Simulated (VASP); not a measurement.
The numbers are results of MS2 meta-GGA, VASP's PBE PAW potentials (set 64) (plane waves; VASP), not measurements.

VASP input:

**KPOINTS**
```
Automatic
0
gamma
 11 11 11
0 0 0
```

INCAR:
```
# general
SYSTEM  = Cr
PREC    = Accurate
ENCUT   = 520
LREAL   = .False.
LASPH   = .True.

# electronic loop
EDIFF   = 1E-6
NELM    = 100   # most electronic steps
ALGO    = Normal
LMAXMIX = 4   # l cut-off of mixed one-centre charges
LMIXTAU = .True.

# smearing
ISMEAR  = 1   # Methfessel-Paxton
SIGMA   = 0.1   # width (eV)

# functional
METAGGA = MS2

# spin
ISPIN   = 2   # spin-polarised
MAGMOM  = 1.5 -1.5

# ions
IBRION  = 2   # conjugate gradients
NSW     = 60
ISIF    = 3
EDIFFG  = -0.01

# output
LWAVE   = .False.
LCHARG  = .False.
LORBIT  = 10
```

### POSCAR
```
Cr
1.0
  2.8800000000   0.0000000000   0.0000000000
  0.0000000000   2.8800000000   0.0000000000
  0.0000000000   0.0000000000   2.8800000000
Cr
2
Cartesian
  0.0000000000   0.0000000000   0.0000000000
  1.4400000000   1.4400000000   1.4400000000
```

POTCAR, in this order: Cr_pv (PBE.64 set). Program: vasp_std.

Output

File OUTCAR:
```
 ion  position               nearest neighbor table
   1  0.000  0.000  0.000-   2 2.49   2 2.49   2 2.49   2 2.49   2 2.49   2 2.49   2 2.49   2 2.49
  LATTYP: Found a simple cubic cell.
 ALAT       =     2.8800000000
 Subroutine PRICEL returns following result:
  LATTYP: Found a body centered cubic cell.
 ALAT       =     2.8800000000
 Subroutine GETGRP returns: Found 48 space group operations
The static configuration has the point symmetry O_h .
The dynamic configuration has the point symmetry O_h .
The overall configuration has the point symmetry O_h .
 Subroutine INISYM returns: Found 48 space group operations
 Subroutine IBZKPT returns following result:
 Found     56 irreducible k-points:

 Following reciprocal coordinates:
            Coordinates               Weight
  0.000000  0.000000  0.000000      1.000000
  0.090909  0.000000  0.000000      6.000000
  0.181818  0.000000  0.000000      6.000000
  0.272727  0.000000  0.000000      6.000000
  0.363636  0.000000  0.000000      6.000000
  0.454545  0.000000  0.000000      6.000000
  0.090909  0.090909  0.000000     12.000000
  0.181818  0.090909  0.000000     24.000000
  0.272727  0.090909  0.000000     24.000000
  0.363636  0.090909  0.000000     24.000000
  0.454545  0.090909  0.000000     24.000000
  0.181818  0.181818  0.000000     12.000000
  0.272727  0.181818  0.000000     24.000000
  0.363636  0.181818  0.000000     24.000000
  0.454545  0.181818  0.000000     24.000000
  0.272727  0.272727  0.000000     12.000000
  0.363636  0.272727  0.000000     24.000000
  0.454545  0.272727  0.000000     24.000000
  0.363636  0.363636  0.000000     12.000000
  0.454545  0.363636  0.000000     24.000000
  0.454545  0.454545  0.000000     12.000000
  0.090909  0.090909  0.090909      8.000000
  0.181818  0.090909  0.090909     24.000000
  0.272727  0.090909  0.090909     24.000000
  0.363636  0.090909  0.090909     24.000000
  0.454545  0.090909  0.090909     24.000000
  0.181818  0.181818  0.090909     24.000000
  0.272727  0.181818  0.090909     48.000000
  0.363636  0.181818  0.090909     48.000000
  0.454545  0.181818  0.090909     48.000000
  0.272727  0.272727  0.090909     24.000000
  0.363636  0.272727  0.090909     48.000000
  0.454545  0.272727  0.090909     48.000000
  0.363636  0.363636  0.090909     24.000000
  0.454545  0.363636  0.090909     48.000000
  0.454545  0.454545  0.090909     24.000000
  0.181818  0.181818  0.181818      8.000000
  0.272727  0.181818  0.181818     24.000000
  0.363636  0.181818  0.181818     24.000000
  0.454545  0.181818  0.181818     24.000000
   k-points           NKPTS =     56   k-points in BZ     NKDIM =     56   number of bands    NBANDS=     16
   number of dos      NEDOS =    301   number of ions     NIONS =      2
   total plane-waves  NPLWV =  13824
   dimension x,y,z NGX =    24 NGY =   24 NGZ =   24
   dimension x,y,z NGXF=    48 NGYF=   48 NGZF=   48
   ions per type =               2
   PREC   = accura    normal or accurate (medium, high low for compatibility)
   ISTART =      0    job   : 0-new  1-cont  2-samecut
   ICHARG =      2    charge: 1-file 2-atom 10-const
   ISPIN  =      2    spin polarized calculation?
   LNONCOLLINEAR =      F non collinear calculations
   LSORBIT =      F    spin-orbit coupling
   INIWAV =      1    electr: 0-lowe 1-rand  2-diag
   ENCUT  =  520.0 eV  38.22 Ry    6.18 a.u.   5.35  5.35  5.35*2*pi/ulx,y,z
   NELM   =    100;   NELMIN=  2; NELMDL= -5     # of ELM steps
   EDIFF  = 0.1E-05   stopping-criterion for ELM
   LREAL  =      F    real-space projection
   NLSPLINE    = F    spline interpolate recip. space projectors
...
```

### OSZICAR
```
       N       E                     dE             d eps       ncg     rms          rms(c)
DAV:   1     0.209840611466E+03    0.20984E+03   -0.13747E+04  3608   0.175E+03
DAV:   2    -0.361118557958E+02   -0.24595E+03   -0.24424E+03  3680   0.501E+02
DAV:   3    -0.449379483743E+02   -0.88261E+01   -0.86861E+01  4792   0.105E+02
DAV:   4    -0.450668982412E+02   -0.12895E+00   -0.12879E+00  4344   0.129E+01
DAV:   5    -0.450696308743E+02   -0.27326E-02   -0.27325E-02  5256   0.145E+00    0.280E+01
DAV:   6    -0.292697518111E+02    0.15800E+02   -0.88555E+01  3936   0.110E+02    0.141E+01
DAV:   7    -0.274853947325E+02    0.17844E+01   -0.95588E+00  3664   0.418E+01    0.693E+00
DAV:   8    -0.275695772151E+02   -0.84182E-01   -0.44196E-01  6112   0.493E+00    0.812E+00
DAV:   9    -0.275301969168E+02    0.39380E-01   -0.51550E-02  4640   0.161E+00    0.959E+00
DAV:  10    -0.277217723330E+02   -0.19158E+00   -0.23852E+00  4768   0.109E+01    0.163E+00
DAV:  11    -0.277207939322E+02    0.97840E-03   -0.97018E-02  4464   0.289E+00    0.209E+00
DAV:  12    -0.277240843926E+02   -0.32905E-02   -0.20585E-02  5976   0.106E+00    0.617E-01
DAV:  13    -0.277238860181E+02    0.19837E-03   -0.19420E-03  3984   0.581E-01    0.176E-01
DAV:  14    -0.277236167698E+02    0.26925E-03   -0.18705E-04  4920   0.150E-01    0.207E-01
DAV:  15    -0.277238439123E+02   -0.22714E-03   -0.94606E-05  5040   0.109E-01    0.738E-02
DAV:  16    -0.277237758084E+02    0.68104E-04   -0.55962E-05  4256   0.964E-02    0.724E-03
DAV:  17    -0.277237592753E+02    0.16533E-04   -0.25826E-06  4280   0.172E-02    0.153E-02
DAV:  18    -0.277237711332E+02   -0.11858E-04   -0.36909E-07  1888   0.701E-03    0.346E-03
DAV:  19    -0.277237797558E+02   -0.86226E-05   -0.32458E-07  1840   0.433E-03    0.498E-03
DAV:  20    -0.277237847171E+02   -0.49613E-05   -0.14299E-07  1792   0.248E-03    0.648E-04
DAV:  21    -0.277237845842E+02    0.13284E-06   -0.25465E-08  1792   0.162E-03
   1 F= -.27723785E+02 E0= -.27723763E+02  d E =-.277238E+02  mag=     0.0000
       N       E                     dE             d eps       ncg     rms          rms(c)
DAV:   1    -0.278045435978E+02   -0.80759E-01   -0.16765E+00  3648   0.197E+01    0.280E+00
DAV:   2    -0.277270108874E+02    0.77533E-01   -0.54582E-01  3840   0.862E+00    0.137E+00
DAV:   3    -0.277216533382E+02    0.53575E-02   -0.92435E-03  3840   0.108E+00    0.608E-01
DAV:   4    -0.277227786224E+02   -0.11253E-02   -0.81328E-04  5056   0.257E-01    0.304E-01
DAV:   5    -0.277227732410E+02    0.53814E-05   -0.26219E-04  4464   0.162E-01    0.240E-01
DAV:   6    -0.277228086493E+02   -0.35408E-04   -0.22322E-04  5392   0.129E-01    0.112E-01
DAV:   7    -0.277229343444E+02   -0.12570E-03   -0.52783E-05  3648   0.826E-02    0.398E-02
DAV:   8    -0.277229514348E+02   -0.17090E-04   -0.49130E-06  5072   0.181E-02    0.196E-02
DAV:   9    -0.277229419257E+02    0.95091E-05   -0.69136E-07  1872   0.857E-03    0.144E-02
DAV:  10    -0.277229332014E+02    0.87243E-05   -0.46518E-07  2048   0.478E-03    0.501E-03
DAV:  11    -0.277229320545E+02    0.11469E-05   -0.11842E-07  1808   0.239E-03    0.583E-04
DAV:  12    -0.277229312222E+02    0.83229E-06   -0.38457E-08  1792   0.145E-03
   2 F= -.27722931E+02 E0= -.27722935E+02  d E =0.853362E-03  mag=    -0.0000
       N       E                     dE             d eps       ncg     rms          rms(c)
DAV:   1    -0.277643465097E+02   -0.41414E-01   -0.85244E-01  3632   0.139E+01    0.200E+00
DAV:   2    -0.277246728555E+02    0.39674E-01   -0.26618E-01  3792   0.614E+00    0.910E-01
DAV:   3    -0.277253839508E+02   -0.71110E-03   -0.46104E-03  3872   0.754E-01    0.420E-01
DAV:   4    -0.277245815089E+02    0.80244E-03   -0.44321E-04  5040   0.187E-01    0.218E-01
DAV:   5    -0.277242633012E+02    0.31821E-03   -0.15428E-04  4448   0.123E-01    0.170E-01
DAV:   6    -0.277240886745E+02    0.17463E-03   -0.12203E-04  5584   0.945E-02    0.834E-02
DAV:   7    -0.277240224511E+02    0.66223E-04   -0.26974E-05  3616   0.591E-02    0.303E-02
DAV:   8    -0.277240135633E+02    0.88878E-05   -0.25139E-06  3728   0.135E-02    0.112E-02
DAV:   9    -0.277240208382E+02   -0.72749E-05   -0.53214E-07  1904   0.765E-03    0.771E-03
DAV:  10    -0.277240258801E+02   -0.50420E-05   -0.25134E-07  1824   0.343E-03    0.163E-03
DAV:  11    -0.277240257739E+02    0.10624E-06   -0.53880E-08  1792   0.170E-03
   3 F= -.27724026E+02 E0= -.27724022E+02  d E =-.241190E-03  mag=     0.0000
       N       E                     dE             d eps       ncg     rms          rms(c)
DAV:   1    -0.277284663015E+02   -0.44404E-02   -0.89951E-02  3648   0.454E+00    0.649E-01
DAV:   2    -0.277243233374E+02    0.41430E-02   -0.28473E-02  3856   0.199E+00    0.305E-01
DAV:   3    -0.277235915720E+02    0.73177E-03   -0.47679E-04  3840   0.243E-01    0.140E-01
DAV:   4    -0.277238465967E+02   -0.25502E-03   -0.45487E-05  5024   0.592E-02    0.711E-02
DAV:   5    -0.277238890703E+02   -0.42474E-04   -0.15680E-05  4544   0.391E-02    0.563E-02
DAV:   6    -0.277239193313E+02   -0.30261E-04   -0.12771E-05  5488   0.309E-02    0.242E-02
DAV:   7    -0.277239439836E+02   -0.24652E-04   -0.34491E-06  3584   0.211E-02    0.821E-03
DAV:   8    -0.277239461350E+02   -0.21514E-05   -0.13968E-07  1792   0.366E-03    0.338E-03
DAV:   9    -0.277239450118E+02    0.11232E-05   -0.78328E-08  1792   0.229E-03    0.228E-03
DAV:  10    -0.277239425445E+02    0.24674E-05   -0.27781E-08  1792   0.120E-03    0.594E-04
DAV:  11    -0.277239428872E+02   -0.34269E-06   -0.11059E-08  1792   0.633E-04
   4 F= -.27723943E+02 E0= -.27723949E+02  d E =-.158303E-03  mag=     0.0000
```

OUTCAR:
```
------------------------ aborting loop because EDIFF is reached ----------------------------------------
  FORCE on cell =-STRESS in cart. coord.  units (eV):
  Direction    XX          YY          ZZ          XY          YZ          ZX
  --------------------------------------------------------------------------------------
  Total       -0.0004595     -0.0004595     -0.0004595     -0.0000000      0.0000000      0.0000000
  in kB       -0.0306123     -0.0306123     -0.0306123     -0.0000000      0.0000000      0.0000000
  external PRESSURE =      -0.0306123 kB  Pullay stress =       0.0000000 kB
  volume of cell :       24.05
      direct lattice vectors                 reciprocal lattice vectors
     2.886562169  0.000000000 -0.000000000     0.346432864  0.000000000 -0.000000000
    -0.000000000  2.886562169  0.000000000    -0.000000000  0.346432864  0.000000000
     0.000000000  0.000000000  2.886562169     0.000000000  0.000000000  0.346432864
 POSITION                                       TOTAL-FORCE (eV/Angst)
 -----------------------------------------------------------------------------------
      0.00000      0.00000      0.00000        -0.000000     -0.000000     -0.000000
      1.44328      1.44328      1.44328         0.000000      0.000000      0.000000
 -----------------------------------------------------------------------------------
    total drift:                                0.000000      0.000000     -0.000000
  FREE ENERGIE OF THE ION-ELECTRON SYSTEM (eV)
  ---------------------------------------------------
  free  energy   TOTEN  =       -27.7239428872 eV

  energy  without entropy=      -27.7239601903  energy(sigma->0) =      -27.72394865

 total charge

# of ion       s       p       d       tot
------------------------------------------
    1        0.985   6.396   4.125  11.507
    2        0.985   6.396   4.125  11.507
--------------------------------------------------
tot          1.971  12.792   8.251  23.014

 magnetization (x)

# of ion       s       p       d       tot
------------------------------------------
    1        0.146   0.029   1.844   2.019
    2       -0.146  -0.029  -1.844  -2.019
--------------------------------------------------
tot         -0.000   0.000   0.000  -0.000

 reached required accuracy - stopping structural energy minimisation
```
(Selected blocks of OUTCAR.)

**CONTCAR**
```
Cr
   1.00000000000000
     2.8865621687058520    0.0000000000000000   -0.0000000000000000
    -0.0000000000000000    2.8865621687058520    0.0000000000000000
     0.0000000000000000    0.0000000000000000    2.8865621687058520
  Cr
     2
Direct
     0.0000000000000000    0.0000000000000000    0.0000000000000000
     0.5000000000000000    0.5000000000000000    0.5000000000000000
```

File OUTCAR:
```
 val. band max:       10.6056318739   @ k =   0.4545   0.4545   0.0909

 cond. band min:      10.6885420374   @ k =   0.4545   0.4545   0.0909


 Fermi energy:        10.6065596834

 spin component 1

 k-point     1 :       0.0000    0.0000    0.0000
  band No.  band energies     occupation
      1     -34.6585      1.00000
      2     -34.6584      1.00000
      3     -34.6584      1.00000
      4     -32.5636      1.00000
      5     -32.5636      1.00000
      6     -32.5636      1.00000
      7       2.4073      1.00000
      8       6.6056      1.00000
      9       6.6063      1.00000
     10       9.2217      1.00000
     11       9.2217      1.00000
     12       9.2220      1.00000
     13      12.2950     -0.00000
     14      12.2955     -0.00000
     15      13.4663      0.00000
     16      13.4663      0.00000

 k-point     2 :       0.0909    0.0000    0.0000
  band No.  band energies     occupation
      1     -34.6667      1.00000
      2     -34.6549      1.00000
      3     -34.6549      1.00000
      4     -32.5787      1.00000
      5     -32.5658      1.00000
      6     -32.5658      1.00000
      7       2.5830      1.00000
      8       6.6972      1.00000
      9       6.6979      1.00000
     10       9.1973      1.00000
     11       9.1976      1.00000
     12       9.2655      1.00000
     13      12.1639     -0.00000
     14      12.3428     -0.00000
     15      13.2374      0.00000
     16      13.2374      0.00000

 k-point     3 :       0.1818    0.0000    0.0000
  band No.  band energies     occupation
      1     -34.6885      1.00000
      2     -34.6455      1.00000
      3     -34.6454      1.00000
      4     -32.6188      1.00000
      5     -32.5716      1.00000
      6     -32.5716      1.00000
      7       3.0947      1.00000
      8       6.9311      1.00000
      9       6.9672      1.00000
     10       9.1353      1.00000
     11       9.1357      1.00000
...
```

The compound is Cr in the bcc, AFM order structure. This run relaxes it. Symmetry was kept, so distortions that lower it aren't found.
